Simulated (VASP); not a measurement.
# WC (Qusongite): C into a neighbouring C vacancy

Wanted: the minimum-energy path in WC (Qusongite) for this move: C into a neighbouring C vacancy. The start is a cell from a database of measured crystal structures.

Calculated with VASP 6.6.1; PBEsol; plane waves and PAW (W, C).

This is a report of a sequence of runs, with most program output left out.

## 1. The host crystal

Symmetry: P-6m2, No. 187, hexagonal system. The conventional cell has a = 2.907 Å, b = 2.907 Å, c = 2.837 Å, α = 90.00°, β = 90.00°, γ = 120.00°. Nearest to W lie 6 C at 2.20 Å. Nearest to C lie 6 W at 2.20 Å. Farther neighbours are not listed.

Structure file:

```cif
data_structure
_symmetry_space_group_name_H-M 'P 1'
_symmetry_Int_Tables_number 1
_cell_length_a 2.9065
_cell_length_b 2.9065
_cell_length_c 2.8366
_cell_angle_alpha 90.000
_cell_angle_beta 90.000
_cell_angle_gamma 120.000
_cell_volume 20.75
loop_
_atom_site_label
_atom_site_type_symbol
_atom_site_fract_x
_atom_site_fract_y
_atom_site_fract_z
_atom_site_occupancy
W1 W 0.00000 0.00000 0.00000 1
C2 C 0.66667 0.33333 0.50000 1
```

## 2. Relax the host

First cell and atoms are relaxed at a raised cutoff, so that later runs start from this functional's own cell.

Input file INCAR:

```
SYSTEM = WC
PREC = Accurate
ENCUT = 520
EDIFF = 1E-06
NELM = 120
ISMEAR = 0
SIGMA = 0.1
LREAL = .FALSE.
ALGO = Normal
GGA = PS
NBANDS = 11
LASPH = .TRUE.
LORBIT = 11
LWAVE = .FALSE.
LCHARG = .FALSE.
KPAR = 3
IBRION = 2
NSW = 40
ISIF = 3
EDIFFG = -0.02
POTIM = 0.4
```

Input file POSCAR:

```
WC
1.0
    2.9065000000      0.0000000000      0.0000000000
   -1.4532500000      2.5171028361      0.0000000000
    0.0000000000      0.0000000000      2.8366000000
W C
1 1
Direct
    0.0000000000      0.0000000000      0.0000000000
    0.6666666667      0.3333333333      0.5000000000
```

Input file KPOINTS:

```
Automatic mesh
0
Gamma
7 7 7
0 0 0
```

PAW data sets: W and C (PBE family, release 64).

Command:

```sh
$ mpirun -np 3 vasp_std
```

Elapsed: 4 s, on 3 MPI ranks of AMD EPYC 9R45, shared host; peak memory 0.37 GiB.

The k-mesh is coarse for a metal. The PAW data sets were made with PBE, which is usual practice but a small mismatch for other functionals. The data set W keeps the semicore shell frozen, which is cheaper and a little less accurate. The run keeps the 12 symmetry operations of its start, so it cannot find a distortion of lower symmetry.

Relaxation path:

```tsv
step	energy less that of the first step (eV)	largest force (eV/Å)	pressure (GPa)	volume (Å³)
1	0.0000	0.0000	-3.69	20.75
2	0.0083	0.0000	8.58	20.18
3	-0.0021	0.0000	-0.02	20.57
```

```tsv
conventional cell, symmetrised	before	after	change
a (Å)	2.907	2.899	-0.3 %
b (Å)	2.907	2.899	-0.3 %
c (Å)	2.837	2.827	-0.3 %
volume (Å³/atom)	10.38	10.29	-0.9 %
```

The relaxed structure:

```xyz
2
Lattice="2.8987 0.0000 0.0000 -1.4493 2.5103 0.0000 0.0000 0.0000 2.8273" Properties=species:S:1:pos:R:3 pbc="T T T"
W     0.0000    0.0000    0.0000
C     1.4493    0.8368    1.4137
```

This step gave:

```yaml
electronic_cycles: 24
electrons: 10
free_energy_toten: -23.98 eV
energy_at_zero_smearing: -23.98 eV
fermi_energy: 8.375 eV
labelled_metallic_from_the_levels_on_this_mesh: yes
```

The run ended after 3 ionic steps, 0.002 eV below its first step, once forces and stress met EDIFFG = -0.02.

## 3. Relax the start

System of this step: W12C11 (Qusongite). The cell holds 23 atoms: 12 W and 11 C. Cell: a = 5.797 Å, b = 5.797 Å, c = 8.482 Å, α = 90.0°, β = 90.0°, γ = 120.0°. It derives from WC (Qusongite). Nearest the centre at fractional (0.333, 0.167, 0.333): C13 at 1.42 Å, W11 at 1.65 Å, W8 at 1.66 Å, W2 at 1.69 Å, C15 at 3.21 Å, C22 at 3.21 Å, C18 at 3.21 Å, C19 at 3.22 Å.

A path needs two true minima; the start is relaxed with symmetry off.

Input file INCAR:

```
SYSTEM = W12C11
PREC = Normal
ENCUT = 400
EDIFF = 1E-05
NELM = 120
ISMEAR = 1
SIGMA = 0.15
LREAL = Auto
ALGO = Fast
GGA = PS
NBANDS = 81
LASPH = .TRUE.
LORBIT = 11
LWAVE = .FALSE.
LCHARG = .FALSE.
KPAR = 3
IBRION = 2
NSW = 60
ISIF = 2
EDIFFG = -0.05
POTIM = 0.4
MAXMIX = 40
ISYM = 0
```

Input file POSCAR:

```
W12C11
1.0
    5.7973615814      0.0000000000      0.0000000000
   -2.8986807906      5.0206624044      0.0000000000
    0.0000000000      0.0000000000      8.4819026031
W C
12 11
Direct
    0.0028286856      0.0032729472      0.0007791579
   -0.0026924309      0.0036065196      0.3343858674
   -0.0006949525      0.0023149061      0.6675263144
    0.0010713221      0.5001132211      0.0012891282
   -0.0028651316      0.4993510420      0.3321965145
    0.0021450440      0.5001582345      0.6659770649
    0.4967902693     -0.0010245351      0.0000191989
    0.5016266889      0.0051549525      0.3357071505
    0.4868844310     -0.0075249562      0.6662545608
    0.4989690359      0.5008510550      0.0005124368
    0.5050913273      0.4955702229      0.3324429552
    0.5083353288      0.5025761660      0.6682301446
    0.3282775059      0.1601014964      0.5003948754
    0.3312648133      0.1617774629      0.8317223111
    0.3312030668      0.6629032126      0.1664349499
    0.3337336146      0.6668084258      0.4988061837
    0.3371566711      0.6702166642      0.8340898813
    0.8319678481      0.1695812314      0.1654842904
    0.8342315483      0.1623971606      0.5021562785
    0.8307768981      0.1616922278      0.8325931704
    0.8340633152      0.6677533414      0.1643507049
    0.8299105941      0.6674617193      0.4988994224
    0.8356585788      0.6696922417      0.8294455561
```

Input file KPOINTS:

```
Automatic mesh
0
Gamma
4 4 2
0 0 0
```

Command:

```sh
$ mpirun -np 3 vasp_std
```

Wall time 2.6 min (3 MPI ranks); peak memory 0.91 GiB.

Relaxation path:

```tsv
step	energy less that of the first step (eV)	largest force (eV/Å)
1	0.0000	1.7618
2	-0.2573	0.8732
3	-0.3005	0.4163
4	-0.3224	0.1599
5	-0.3224	0.1616
6	-0.3261	0.0564
7	-0.3262	0.0859
8	-0.3271	0.0288
```

The atoms that moved most (Å):

```tsv
atom	dx	dy	dz	length
W9	0.044	0.040	0.002	0.059
W11	-0.044	0.009	0.031	0.055
W12	-0.041	-0.025	-0.015	0.051
C23	-0.016	-0.010	0.037	0.042
W2	0.030	-0.017	0.016	0.038
W10	0.008	-0.013	-0.032	0.036
W1	-0.001	-0.011	-0.034	0.035
C19	-0.021	0.007	-0.025	0.033
```

The relaxed structure:

```xyz
23
Lattice="5.7974 0.0000 0.0000 -2.8987 5.0207 0.0000 0.0000 0.0000 8.4819" Properties=species:S:1:pos:R:3 pbc="T T T"
W     0.0058    0.0050   -0.0269
W     0.0042    0.0015    2.8525
W     0.0066    0.0035    5.6534
W    -1.4505    2.5101    0.0029
W    -1.4513    2.5081    2.8215
W    -1.4506    2.5080    5.6536
W     2.8891    0.0041   -0.0272
W     2.8885    0.0002    2.8524
W     2.8880    0.0025    5.6534
W     1.4488    2.5017   -0.0280
W     1.4478    2.4970    2.8511
W     1.4490    2.4980    5.6528
C     1.4475    0.8328    4.2339
C     1.4478    0.8363    7.0722
C     0.0057    3.3488    1.4119
C     0.0096    3.3490    4.2342
C     0.0099    3.3515    7.0718
C     4.3442    0.8285    1.4131
C     4.3450    0.8221    4.2338
C     4.3461    0.8245    7.0731
C     2.8913    3.3514    1.4125
C     2.8863    3.3492    4.2337
C     2.8873    3.3521    7.0726
```

This step gave:

| Property | Result |
| --- | --- |
| electronic cycles | 75 |
| electrons | 116 |
| free energy (TOTEN) | -275.1855 eV |
| energy at zero smearing | -275.1863 eV |
| Fermi energy | 8.189 eV |

The run ended after 8 ionic steps, 0.327 eV below its first step, once the forces on the free atoms met EDIFFG = -0.05.

## 4. Relax the end

The end state is relaxed in the same way, so that both ends share their errors.

INCAR is that of step 3.

Input file POSCAR:

```
W12C11
1.0
    5.7973615814      0.0000000000      0.0000000000
   -2.8986807906      5.0206624044      0.0000000000
    0.0000000000      0.0000000000      8.4819026031
W C
12 11
Direct
    0.0033168136      0.0048784279     -0.0007015569
   -0.0012988888      0.0029965919      0.3339309504
    0.0024030679     -0.0013751799      0.6631725962
   -0.0012675068      0.4982240266      0.0018281837
   -0.0025802717      0.4935034499      0.3305151847
    0.0044028703      0.5027078698      0.6651569975
    0.5008838614      0.0017749592      0.0011044794
    0.5035337601      0.0010217203      0.3331097317
    0.5012098101      0.0042055917      0.6613592389
    0.4995873892      0.5001314572     -0.0033609180
    0.4998509541      0.4974055973      0.3353669449
    0.5008995255      0.5026655974      0.6695406530
    0.3329101469      0.1631781981      0.1630959616
    0.3391605688      0.1662233299      0.8317097236
    0.3334497509      0.6659041724      0.1686759854
    0.3334777664      0.6667214387      0.4983150485
    0.3328940469      0.6625482192      0.8349034750
    0.8355538593      0.1605930217      0.1608513931
    0.8405362935      0.1768163146      0.4976398577
    0.8301917166      0.1690128468      0.8313509441
    0.8308942542      0.6652799275      0.1679211072
    0.8324885814      0.6677736236      0.4995837414
    0.8297823288      0.6653926266      0.8310923275
```

KPOINTS is that of step 3.

Command:

```sh
$ mpirun -np 3 vasp_std
```

It took 2.5 min on 3 MPI ranks; peak memory 0.9 GiB.

The steps of the relaxation:

```tsv
step	energy less that of the first step (eV)	largest force (eV/Å)
1	0.0000	1.8359
2	-0.3216	0.9595
3	-0.3793	0.5460
4	-0.4149	0.1831
5	-0.4153	0.1896
6	-0.4208	0.0900
7	-0.4207	0.0907
8	-0.4220	0.0386
```

The atoms that moved most (Å):

```tsv
atom	dx	dy	dz	length
W9	0.001	-0.011	0.061	0.062
C19	-0.008	-0.056	0.010	0.057
C18	-0.027	0.017	0.045	0.055
W2	0.027	-0.013	-0.041	0.051
W11	-0.003	-0.001	-0.050	0.050
W3	-0.007	0.017	0.046	0.049
C17	0.003	0.031	-0.028	0.041
W8	-0.019	-0.004	-0.034	0.039
```

The relaxed structure:

```cif
data_structure
_symmetry_space_group_name_H-M 'P 1'
_symmetry_Int_Tables_number 1
_cell_length_a 5.7974
_cell_length_b 5.7974
_cell_length_c 8.4819
_cell_angle_alpha 90.000
_cell_angle_beta 90.000
_cell_angle_gamma 120.000
_cell_volume 246.88
loop_
_atom_site_label
_atom_site_type_symbol
_atom_site_fract_x
_atom_site_fract_y
_atom_site_fract_z
_atom_site_occupancy
W1 W 0.00260 0.00105 0.99898 1
W2 W 0.00203 0.00039 0.32910 1
W3 W 0.00297 0.00202 0.66857 1
W4 W 0.00055 0.50008 0.99902 1
W5 W 0.00067 0.50004 0.33285 1
W6 W 0.00087 0.50082 0.66519 1
W7 W 0.49961 0.00101 0.99896 1
W8 W 0.49980 0.00019 0.32912 1
W9 W 0.50023 0.00201 0.66856 1
W10 W 0.49950 0.49795 0.99914 1
W11 W 0.49931 0.49729 0.32945 1
W12 W 0.50025 0.49952 0.66893 1
C13 C 0.33366 0.16569 0.16621 1
C14 C 0.33425 0.16745 0.83160 1
C15 C 0.33604 0.66704 0.16626 1
C16 C 0.33563 0.66796 0.49901 1
C17 C 0.33648 0.66864 0.83165 1
C18 C 0.83268 0.16400 0.16617 1
C19 C 0.83354 0.16571 0.49883 1
C20 C 0.83308 0.16491 0.83152 1
C21 C 0.83214 0.66711 0.16630 1
C22 C 0.83337 0.66798 0.49897 1
C23 C 0.83303 0.66876 0.83174 1
```

This step gave:

```
electronic cycles       : 73
free energy (TOTEN)     : -275.1844 eV
energy at zero smearing : -275.1852 eV
Fermi energy            : 8.188 eV
```

The run ended after 8 ionic steps, 0.422 eV below its first step, once the forces on the free atoms met EDIFFG = -0.05.

## 5. Nudged elastic band

Images on a straight line between the ends relax across the path, while springs keep them spaced along it.

Input file INCAR:

```
SYSTEM = W12C11
PREC = Normal
ENCUT = 400
EDIFF = 1E-05
NELM = 120
ISMEAR = 1
SIGMA = 0.15
LREAL = Auto
ALGO = Fast
GGA = PS
NBANDS = 81
LASPH = .TRUE.
LWAVE = .FALSE.
LCHARG = .FALSE.
IMAGES = 3
SPRING = -5
IBRION = 1
POTIM = 0.3
NSW = 60
EDIFFG = -0.05
ISYM = 0
ISIF = 0
```

Input file POSCAR:

```
W12C11
1.0
    5.7973615814      0.0000000000      0.0000000000
   -2.8986807906      5.0206624044      0.0000000000
    0.0000000000      0.0000000000      8.4819026031
W C
12 11
Direct
    0.0014915714      0.0009877068      0.9968276870
    0.0008696396      0.0002956761      0.3363076472
    0.0014863681      0.0007020433      0.6665193770
    0.9997759818      0.4999539997      0.0003468598
    0.9994313273      0.4995495336      0.3326532251
    0.9995585827      0.4995353729      0.6665542146
    0.4987594371      0.0008235745      0.9967969133
    0.4982722186      0.0000467883      0.3362928694
    0.4984031741      0.0004925374      0.6665297179
    0.4990497530      0.4982870469      0.9967047328
    0.4984018485      0.4973459798      0.3361381170
    0.4987083889      0.4975376420      0.6664541984
    0.3326155322      0.1658649847      0.4991712861
    0.3330127535      0.1665719063      0.8338045973
    0.3344883023      0.6669949334      0.1664642505
    0.3351781333      0.6670398708      0.4991987475
    0.3354864401      0.6675428889      0.8337473489
    0.8318414453      0.1650176987      0.1665972201
    0.8313560400      0.1637522374      0.4991548962
    0.8317836885      0.1642142213      0.8339083545
    0.8324861669      0.6675137891      0.1665270618
    0.8314121174      0.6670795180      0.4991482885
    0.8318651616      0.6676550099      0.8338505075
```

KPOINTS is that of step 4.

Input file 00/POSCAR:

```
W12C11
1.0
    5.7973615814      0.0000000000      0.0000000000
   -2.8986807906      5.0206624044      0.0000000000
    0.0000000000      0.0000000000      8.4819026031
W C
12 11
Direct
    0.0014915714      0.0009877068      0.9968276870
    0.0008696396      0.0002956761      0.3363076472
    0.0014863681      0.0007020433      0.6665193770
    0.9997759818      0.4999539997      0.0003468598
    0.9994313273      0.4995495336      0.3326532251
    0.9995585827      0.4995353729      0.6665542146
    0.4987594371      0.0008235745      0.9967969133
    0.4982722186      0.0000467883      0.3362928694
    0.4984031741      0.0004925374      0.6665297179
    0.4990497530      0.4982870469      0.9967047328
    0.4984018485      0.4973459798      0.3361381170
    0.4987083889      0.4975376420      0.6664541984
    0.3326155322      0.1658649847      0.4991712861
    0.3330127535      0.1665719063      0.8338045973
    0.3344883023      0.6669949334      0.1664642505
    0.3351781333      0.6670398708      0.4991987475
    0.3354864401      0.6675428889      0.8337473489
    0.8318414453      0.1650176987      0.1665972201
    0.8313560400      0.1637522374      0.4991548962
    0.8317836885      0.1642142213      0.8339083545
    0.8324861669      0.6675137891      0.1665270618
    0.8314121174      0.6670795180      0.4991482885
    0.8318651616      0.6676550099      0.8338505075
```

Input file 01/POSCAR:

```
W12C11
1.0
    5.7973615814      0.0000000000      0.0000000000
   -2.8986807906      5.0206624044      0.0000000000
    0.0000000000      0.0000000000      8.4819026031
W C
12 11
Direct
    0.0017674475      0.0010034987      0.9973664653
    0.0011594494      0.0003181152      0.3345062745
    0.0018570695      0.0010307331      0.6670319315
    0.9999686899      0.4999847158      0.0000163599
    0.9997401190      0.4996717620      0.3327012572
    0.9998861910      0.4998565340      0.6662134133
    0.4989714606      0.0008690537      0.9973384348
    0.4986539571      0.0000833594      0.3344992643
    0.4988603781      0.0008718776      0.6670379104
    0.4991627302      0.4982033309      0.9973137808
    0.4986277980      0.4973308962      0.3344669878
    0.4990928321      0.4980324061      0.6670735907
    0.3328768834      0.1658202886      0.4159298494
    0.3333210451      0.1667903635      0.8332540671
    0.3348768060      0.6670053244      0.1664139902
    0.3352905666      0.6672703768      0.4991506266
    0.3357354971      0.6678173332      0.8332237832
    0.8320521121      0.1647627584      0.1664910909
    0.8319029102      0.1642405999      0.4990747777
    0.8321085739      0.1643878306      0.8333120102
    0.8323995749      0.6674121046      0.1664709124
    0.8319022223      0.6673042484      0.4991044454
    0.8321564148      0.6679321654      0.8333228780
```

Input file 02/POSCAR:

```
W12C11
1.0
    5.7973615814      0.0000000000      0.0000000000
   -2.8986807906      5.0206624044      0.0000000000
    0.0000000000      0.0000000000      8.4819026031
W C
12 11
Direct
    0.0020433236      0.0010192906      0.9979052436
    0.0014492592      0.0003405542      0.3327049017
    0.0022277708      0.0013594229      0.6675444859
    1.0001613980      0.5000154320     -0.0003141400
    1.0000489107      0.4997939905      0.3327492892
    1.0002137993      0.5001776951      0.6658726121
    0.4991834842      0.0009145329      0.9978799563
    0.4990356956      0.0001199305      0.3327056592
    0.4993175822      0.0012512178      0.6675461028
    0.4992757074      0.4981196149      0.9979228288
    0.4988537476      0.4973158127      0.3327958586
    0.4994772753      0.4985271702      0.6676929830
    0.3331382347      0.1657755926      0.3326884126
    0.3336293366      0.1670088208      0.8327035368
    0.3352653096      0.6670157154      0.1663637299
    0.3354029998      0.6675008828      0.4991025056
    0.3359845541      0.6680917776      0.8327002175
    0.8322627788      0.1645078181      0.1663849616
    0.8324497805      0.1647289625      0.4989946592
    0.8324334593      0.1645614399      0.8327156660
    0.8323129829      0.6673104202      0.1664147630
    0.8323923272      0.6675289789      0.4990606022
    0.8324476680      0.6682093210      0.8327952485
```

Input file 03/POSCAR:

```
W12C11
1.0
    5.7973615814      0.0000000000      0.0000000000
   -2.8986807906      5.0206624044      0.0000000000
    0.0000000000      0.0000000000      8.4819026031
W C
12 11
Direct
    0.0023191998      0.0010350826      0.9984440220
    0.0017390690      0.0003629933      0.3309035289
    0.0025984722      0.0016881127      0.6680570404
    1.0003541061      0.5000461481     -0.0006446399
    1.0003577024      0.4999162190      0.3327973212
    1.0005414076      0.5004988562      0.6655318108
    0.4993955078      0.0009600121      0.9984214778
    0.4994174341      0.0001565015      0.3309120542
    0.4997747862      0.0016305580      0.6680542952
    0.4993886845      0.4980358989      0.9985318768
    0.4990796972      0.4973007292      0.3311247293
    0.4998617185      0.4990219342      0.6683123754
    0.3333995859      0.1657308966      0.2494469759
    0.3339376282      0.1672272780      0.8321530066
    0.3356538132      0.6670261065      0.1663134696
    0.3355154331      0.6677313889      0.4990543847
    0.3362336111      0.6683662219      0.8321766518
    0.8324734456      0.1642528779      0.1662788324
    0.8329966508      0.1652173250      0.4989145407
    0.8327583447      0.1647350492      0.8321193217
    0.8322263909      0.6672087358      0.1663586137
    0.8328824321      0.6677537094      0.4990167591
    0.8327389211      0.6684864765      0.8322676189
```

Input file 04/POSCAR:

```
W12C11
1.0
    5.7973615814      0.0000000000      0.0000000000
   -2.8986807906      5.0206624044      0.0000000000
    0.0000000000      0.0000000000      8.4819026031
W C
12 11
Direct
    0.0025950759      0.0010508745      0.9989828003
    0.0020288788      0.0003854324      0.3291021562
    0.0029691735      0.0020168025      0.6685695949
    1.0005468142      0.5000768642     -0.0009751398
    1.0006664941      0.5000384474      0.3328453533
    1.0008690159      0.5008200173      0.6651910096
    0.4996075313      0.0010054913      0.9989629993
    0.4997991726      0.0001930726      0.3291184491
    0.5002319902      0.0020098982      0.6685624877
    0.4995016617      0.4979521829      0.9991409248
    0.4993056467      0.4972856456      0.3294536001
    0.5002461617      0.4995166983      0.6689317677
    0.3336609371      0.1656862005      0.1662055392
    0.3342459198      0.1674457352      0.8316024764
    0.3360423169      0.6670364975      0.1662632093
    0.3356278664      0.6679618949      0.4990062638
    0.3364826681      0.6686406663      0.8316530861
    0.8326841124      0.1639979376      0.1661727032
    0.8335435210      0.1657056875      0.4988344222
    0.8330832301      0.1649086585      0.8315229774
    0.8321397989      0.6671070513      0.1663024643
    0.8333725370      0.6679784398      0.4989729160
    0.8330301743      0.6687636320      0.8317399894
```

Command:

```sh
$ mpirun -np 3 vasp_std
```

Elapsed: 39 min, on 3 MPI ranks; peak memory 0.82 GiB.

The band used up its steps before its forces met the threshold, so no barrier is taken from it.

## 6. Outcome

| Item | Value |
| --- | --- |
| result | none |

What this shows: The session ends without its result: «nudged elastic band» used up its steps.

[Lines on the potential files, build, host, timing and source positions are cut from VASP's logs without a mark.]

[Logs are printed without paths, hosts, clocks, repeated set-up lines and the standing remarks that a program may print on its own settings, such as how far it seeks lower states.]

[Hosts, paths, dates, database ids (printed as entryN), source tags and the programs' standing remarks are cut or masked in the printed files.]

[Runs that stopped without an error message from VASP are left out.]
